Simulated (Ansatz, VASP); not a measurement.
## TiC in two plane-wave programs

One calculation is typed for both programs; each brings its own data sets. How far apart do they land? The cell is taken from a series of runs on this material, whose earlier steps may have relaxed, scaled, displaced or heated it; both programs get it as it stands.

Method: plane waves, with VASP 6.6.1 beside it; zone-centre phonons at LDA, in Ansatz 0.2.0.

### Step 1. The structure

It takes space group I4/mmm (No. 139, tetragonal). The conventional cell has a = 3.133 Å, b = 3.133 Å, c = 4.193 Å, α = 90.00°, β = 90.00°, γ = 90.00°. Nearest to C lie 6 Ti at 2.10 to 2.22 Å. Ti has 6 C at 2.10 to 2.22 Å nearest. Farther neighbours are not listed.

### Step 2. Ansatz: zone-centre phonons, LDA

Ansatz runs on its PAW soft_1 files.

Second derivatives magnify differences that forces hide, and they need a tight electronic threshold.

File input.yaml:

```yaml
crystal:
  lattice:
    - [0.0, 2.2156299148, 2.0963689987]
    - [2.2156299148, 0.0, 2.0963689987]
    - [2.2156299148, 2.2156299148, 0.0]
  atoms:
    - { symbol: C, position: [0.5, 0.5, 0.5] }
    - { symbol: Ti, position: [0.0, 0.0, 0.0] }
kpoints:
  mp_grid: { grid: [16, 16, 16] }
hamiltonian:
  xc: lda
  pseudopotentials: { kind: paw, azcp: { folder: soft_1 }, xc_functional: pbe }
scf:
  occupations: { method: methfessel_paxton, width: 0.2 }
output:
  eigenvalues: true
phonons:
  method: dfpt
```

Command:

```sh
$ ansatz run input.yaml --threads 4 --pin off --max-ram 10240MiB --backend cpu --events-out ev --progress --plain --runs-dir out
```

Numbers of over 12 decimals in the logs are rounded to 6 here.

Log:

```text
zone centre: on kpoints.mp_grid the ground state, and the responses unless they are solved on pairs of k-points, stand on 621 of the mesh's 4096 k-points, reduced under 8 symmetry operations, with k and −k counted as one. Each operation leaves every solved displacement unchanged or reverses it
Engine: ansatz 0.2.0, aarch64-unknown-linux-gnu
Pseudopotentials: kind: paw
Pseudopotential: C, paw, valence charge 4, recommended cutoff 420 eV (normal), soft_1/C.paw.azcp
Pseudopotential: Ti, paw, valence charge 12, recommended cutoff 420 eV (normal), soft_1/Ti.paw.azcp
Functional definition: SPW92
  exchange = slater_x
  correlation = pw_c
Crystal: 2 atoms, lattice volume = 20.582 Å³
Basis set: ecut = 420 eV, 395 PW (Γ), exchange–correlation on 48×48×48 points (8 copies of the dense FFT grid, shifted against one another)
Bands: 12, of which v1, the nominal top of the filled ones, is band 8 counted from 1 (7 counted from 0)
Symmetry: 16 space group operations
k-points: 621 of 4096 (irreducible under 8 space group operations)
Non-local potential: C, projectors of the file, l = 0: 2, l = 1: 2, l = 2: 1
Non-local potential: Ti, projectors of the file, l = 0: 3, l = 1: 2, l = 2: 3, l = 3: 1
PAW form: soft (Blöchl's): semilocal exchange-correlation on the pseudo side does not see the compensation charge
PAW frozen core: C, regenerated for the run's functional, and the local potential with it (the file was generated under x = pbe(κ = 0.804, μ = 0.219515), c = pbe(β = 0.066725))
PAW frozen core: Ti, regenerated for the run's functional, and the local potential with it (the file was generated under x = pbe(κ = 0.804, μ = 0.219515), c = pbe(β = 0.066725))
PAW one-centre angular grid: C, 110 points (default); XC on 64 Gauss nodes
PAW one-centre angular grid: Ti, 590 points (default); XC on 64 Gauss nodes
Initial density: superposition of atomic densities (chi_scale 0.1, normalization cell, long waves kept (reshape's long-wave potential 0.00 eV rms))
Initial wavefunctions: pseudopotential atomic-orbital guess
Functional: x = slater, c = lda
SCF iter   1: F=—  HF=-2696.087517 eV  |F-HF|=—  |Δ(HF+E_count)|=         —  Δρ=1.38e-1  dr2=5.13e0  ethr=3.10e-3  ⟨swp⟩=4.2  Hψ=35239  notcnv=0
preconditioner: auto → none  [metal: Δε(μ)=0.030 eV  Ē_g=8.846 eV  σ=0.200 eV  W_gap=0.13  n_scr=8 (ndim 8)  ℏωp=23.2 eV  f_vac=0.000  D(μ)=0.20/eV (n_scr^D=0)  sad-step TF]
SCF iter   2: F=—  HF=-2695.572457 eV  |F-HF|=—  |Δ(HF+E_count)|=   5.15e-1  S|Δr|=    0.00e0  Δρ=9.60e-2  dr2=2.53e0  ethr=3.10e-3  ⟨swp⟩=2.0  Hψ=14841  notcnv=0
SCF iter   3: F=—  HF=-2695.080801 eV  |F-HF|=—  |Δ(HF+E_count)|=   4.92e-1  S|Δr|=    0.00e0  Δρ=1.16e-2  dr2=2.02e-2  ethr=3.10e-3  ⟨swp⟩=2.9  Hψ=16086  notcnv=0
SCF iter   4: F=—  HF=-2695.074671 eV  |F-HF|=—  |Δ(HF+E_count)|=   6.13e-3  S|Δr|=    0.00e0  Δρ=1.54e-3  dr2=2.17e-4  ethr=1.26e-4  ⟨swp⟩=2.7  Hψ=18332  notcnv=0
SCF iter   5: F=—  HF=-2695.074809 eV  |F-HF|=—  |Δ(HF+E_count)|=   1.37e-4  S|Δr|=    0.00e0  Δρ=3.69e-4  dr2=2.10e-5  ethr=1.36e-6  ⟨swp⟩=2.0  Hψ=9964  notcnv=0
SCF iter   6: F=—  HF=-2695.074807 eV  |F-HF|=—  |Δ(HF+E_count)|=   1.77e-6  S|Δr|=    0.00e0  Δρ=4.37e-5  dr2=3.37e-7  ethr=1.31e-7  ⟨swp⟩=2.0  Hψ=11937  notcnv=0
SCF iter   7: F=—  HF=-2695.074808 eV  |F-HF|=—  |Δ(HF+E_count)|=   6.67e-7  S|Δr|=    0.00e0  Δρ=5.04e-6  dr2=4.31e-9  ethr=2.10e-9  ⟨swp⟩=3.0  Hψ=12654  notcnv=0
SCF iter   8: F=—  HF=-2695.074808 eV  |F-HF|=—  |Δ(HF+E_count)|=  9.60e-10  S|Δr|=    0.00e0  Δρ=8.95e-7  dr2=1.82e-10  ethr=2.69e-11  ⟨swp⟩=2.9  Hψ=12544  notcnv=0
SCF iter   9: F=-2695.074808 eV  HF=-2695.074808 eV  |F-HF|=9.09e-13  |Δ(HF+E_count)|=  4.55e-11  S|Δr|=    0.00e0  Δρ=2.77e-8  dr2=9.18e-14  ethr=1.00e-12  ⟨swp⟩=5.5  Hψ=27215  notcnv=0
SCF 1 converged in 9 iterations: F = -2695.074808 eV  dr2 = 9.18e-14
  greatest PAW one-centre occupation: 0.998 electrons in one spin orbital (limit 2), on the Ti atom at site 1 (counted from 0), in its partial waves of l = 0
DFPT response loops at Γ: preconditioner auto → Kerker (q_TF=auto, 2.616 Å⁻¹) (partly filled bands, converged f_vac=0.000); β = 1.00, the filter's whole step (`scf.mixing.beta` (0.50) is not read by the response loops under this deck's `scf.mixing.preconditioner`; to damp them name `kerker` or `kerker_dos`, under which they read `scf.mixing.beta`, and type it under 1.00, their step now; both keys bind the ground state too); Broyden in place of MSR1
SCF converged after 9 iterations
Stability not checked: this state was not tested for a lower state beside it, because cold or Methfessel-Paxton smearing, or corrected tetrahedra, fill the levels in a way that the test cannot read (fill_not_monotonic; see scf.lower_state_search)
Free energy (F): -2695.074808 eV
Harris-Foulkes:  -2695.074808 eV  (|F-HF|=9.09e-13)
Internal energy: -2695.075160 eV  (E = F + TS)
E sigma→0 (E₀):  -2695.074896 eV
Entropy (-TS):   0.000352 eV (0.176 meV/atom)
Fermi energy:    14.096202 eV
Step filling:    the computed levels leave a gap of 0.0100 eV = 0.1 smearing widths at the electron count; against every level under it full and every level over it empty, smearing changes F+E_penalty+E_count by +0.293 meV and its σ→0 estimate by +0.205 meV
--- Per-component energies (eV) ---
  E_band       = -117.289401
  E_kinetic    = 365.162076
  E_local      = -844.115185  (includes V_loc(G=0)·N_el)
  E_nonlocal   = 88.071424
  E_hartree    = 329.418688
  E_xc         = -162.907433
  E_vxc        = -204.222927  (∫ρ·V_xc dr)
  E_paw        = -1084.812135  (= ΣΔE_a)
  E_vpaw       = -181.022107  (= ΣTr[D̂ρ^β])
  E_aug_tail   = -0.000066  (compensation charges beyond the density's cutoff)
  E_ewald      = -1386.281313
  E_core_change = 0.388783  (= ΣΔE_core)
  E_smearing   = 0.000352  (= −TS)
  E_closure    = 0.000000  (closes the sum)
  Σ components = -2695.074808   (vs F -2695.074808, Δ=0.00e0)
--- Band table (eV; the first three rows and the last of 621) ---
  k-point 0: bands = [... 4 lower, 1.9283, 14.6085, 14.6085, 14.9968, 15.5874, 15.7032, 15.7032, 15.9085]
  k-point 1: bands = [... 4 lower, 2.0165, 14.2696, 14.4018, 14.7009, 15.0208, 15.1805, 16.0035, 16.6060]
  k-point 2: bands = [... 4 lower, 2.2756, 13.4377, 13.6841, 13.9169, 15.0977, 15.2333, 16.3160, 17.6233]
  k-point 620: bands = [... 4 lower, 4.2636, 11.1379, 12.3988, 13.8028, 13.8028, 16.8041, 17.5336, 17.5336]
--- Phonons (Γ-DFPT): 4 representative perturbations + reference, on 621 of 4096 k-points (Σ response iterations 12) ---
  k mesh reduced under 8 symmetry operations, with k and −k counted as one. Each operation leaves every solved displacement unchanged or reverses it
  ASR residual: 6.844e-6 → 0.000e0 eV/Å²; symmetrization residual: 7.210e-7 eV/Å²
  ASR residual per site (eV/Å²): 6.84e-6 4.99e-6
  Γ frequencies (cm⁻¹): 0.00 0.00 0.00 447.24 447.24 582.15
  non-analytic LO–TO correction: not included (Born effective charges unavailable; polar crystals: no LO–TO splitting at Γ)
```

[end of part 1 of 2]

[Lines on the potential files, build, host, timing and source positions are cut from VASP's logs without a mark.]

[Logs are printed without paths, hosts, clocks, repeated set-up lines and the standing remarks that a program may print on its own settings, such as how far it seeks lower states.]

[Hosts, paths, dates, database ids (printed as entryN), source tags and the programs' standing remarks are cut or masked in the printed files.]
